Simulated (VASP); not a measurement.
# PN: convergence, self-consistent run

PN, molecule in box, 2 atoms in the cell. RPBE; PAW potentials N, P (PBE set). VASP 6.6.1. The cell is changed on purpose: last atom moved by 0.08 Å along z.

Wanted: energy within 0.5 meV/atom.

What the run is for: energy; Accuracy asked: tight.

POSCAR:
```
PN
1.0
    9.0000000000      0.0000000000      0.0000000000
    0.0000000000      9.0000000000      0.0000000000
    0.0000000000      0.0000000000     11.0000000000
N P
1 1
Direct
    0.5014444400      0.5023333300      0.4353242700
    0.5014444400      0.5023333300      0.5781302800
```

The series start from Plane-wave cutoff (eV): 520; Bands in all (NBANDS): 15; Aspherical gradient terms in the spheres (LASPH): yes; Projection operators (LREAL): Auto, ROPT -0.00025; Electronic algorithm: ALGO=Normal. Each series keeps the choices made before it, and each single choice may use up half of a tolerance.

## Plane-wave cutoff (eV)

| Plane-wave cutoff (eV) | Energy less reference (meV/atom) | SCF iterations | Time (s) |
|---|---|---|---|
| 400 | 0.36 | 25 | 43 |
| 460 | 0.69 | 26 | 56 |
| 520 | 1.49 | 26 | 69 |
| 600 | 0.93 | 26 | 83 |
| 720 (reference) | 0.00 | 22 | 85 |

Chosen: 720; the next looser run is off by more than half of the tolerance, so convergence isn't shown beyond this value.

## Bands in all (NBANDS)

| Bands in all (NBANDS) | Energy less reference (meV/atom) | SCF iterations | Time (s) |
|---|---|---|---|
| 6 | 0.00 | 26 | 91 |
| 7 | 0.00 | 26 | 88 |
| 9 | 0.00 | 25 | 85 |
| 11 | 0.00 | 25 | 91 |
| 15 | 0.01 | 22 | 85 |
| 25 (reference) | 0.00 | 25 | 119 |

Chosen: 6, the loosest value from which every tighter one stays within half of the tolerance.

## Aspherical gradient terms in the spheres (LASPH)

| Aspherical gradient terms in the spheres (LASPH) | Energy less reference (meV/atom) | SCF iterations | Time (s) |
|---|---|---|---|
| yes | 0.00 | 26 | 91 |
| no | 8.33 | 26 | 84 |

Chosen: yes; no other choice that stays within half of the tolerance saves 30 % of the time.

## Projection operators (LREAL)

| Projection operators (LREAL) | Energy less reference (meV/atom) | SCF iterations | Time (s) |
|---|---|---|---|
| Auto, ROPT -0.005 | -2.54 | 26 | 88 |
| Auto, ROPT -0.002 | -1.76 | 26 | 84 |
| Auto, ROPT -0.001 | -1.13 | 26 | 84 |
| Auto, ROPT -0.0005 | -0.26 | 26 | 87 |
| Auto, ROPT -0.00025 | -0.28 | 26 | 91 |
| Auto, ROPT -0.0001 | -0.33 | 26 | 90 |
| False (reference) | 0.00 | 26 | 100 |

Chosen: False; the one before it in the list is off by more than half of the tolerance.

## All choices together

| Input | Energy less reference (meV/atom) | Time (s) |
|---|---|---|
| the program's defaults (naive) | 9.22 | 12 |
| chosen settings | 0.00 | 100 |
| reference settings throughout | 0.00 | 124 |

The chosen settings stay within the tolerance of the reference run, but the reference itself isn't shown to be converged in: Plane-wave cutoff (eV).

## The input

INCAR:
```
GGA = RP ; ISMEAR = 0
SIGMA = 0.03 ; LWAVE = F
LCHARG = F ; ISIF = 0
PREC = Accurate ; LASPH = T
LREAL = F ; ALGO = Normal
EDIFF = 1E-6 ; NELM = 120
GGA_COMPAT = F ; ENCUT = 720
EFERMI = MIDGAP ; NELMDL = -8
NBANDS = 6
```

KPOINTS:
```
k-points
0
Gamma
  1 1 1
```

Commands:
```
cat potpaw_PBE.64/N/POTCAR potpaw_PBE.64/P/POTCAR > POTCAR
mpirun -np 1 vasp_gam > vasp.out
```

The chosen input took VASP 6.6.1 100 s on 1 core (Intel Xeon Platinum 8259CL @ 2.50GHz (Skylake/Cascade Lake)), a shared host.

## An input that fails: mixing far too strong

VASP's message: ERROR FEXCP: supplied Exchange-correletion table is too small, maximal index : 3886.

Changes against the starting input:
```
- NELM = 120
+ NELM = 77
+ IMIX = 1
+ AMIX = 2.0
+ BMIX = 0.0001
```
